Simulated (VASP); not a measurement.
Given:

```
CELL_PARAMETERS angstrom
     -1.44000     1.44000     1.44000
      1.44000    -1.44000     1.44000
      1.44000     1.44000    -1.44000
ATOMIC_POSITIONS crystal
  Cr 0.00000 0.00000 0.00000
```
Starting moments (μB, in the order of the record's atoms Cr): 3.0.

Level of theory: r2SCAN meta-GGA, VASP's PBE PAW potentials (set 64) (plane waves; VASP). Settings: 400 eV cut-off, 16×16×16 Γ-centred mesh, first-order Methfessel-Paxton smearing of 0.10 eV, potentials Cr_pv.

Energy and stress use the plane-wave basis of the starting cell. The moments were started parallel, and other spin orders were not tried in this run.

**Question.** The ions, cell shape and volume are relaxed. Which structure does the run end with?

**Answer.** 
```
CELL_PARAMETERS angstrom
     -1.41382     1.41382     1.41382
      1.41382    -1.41382     1.41382
      1.41382     1.41382    -1.41382
ATOMIC_POSITIONS crystal
  Cr 0.00000 0.00000 0.00000
```
Space group Im-3m (229), at a tolerance of 0.03 Å. The cell ends with 0.00 μB, on the sites 0.00 μB.

**Question.** How do energy and volume change from the first to the last step?

**Answer.** The energy (σ→0) changes by -29.6 meV/atom and the volume by -5.4 %, in 4 ionic steps.

The structure was generated: Cr was put into the bcc type (Im-3m), which need not be its known phase. This run relaxes it. Symmetry was kept, so distortions that lower it aren't found.
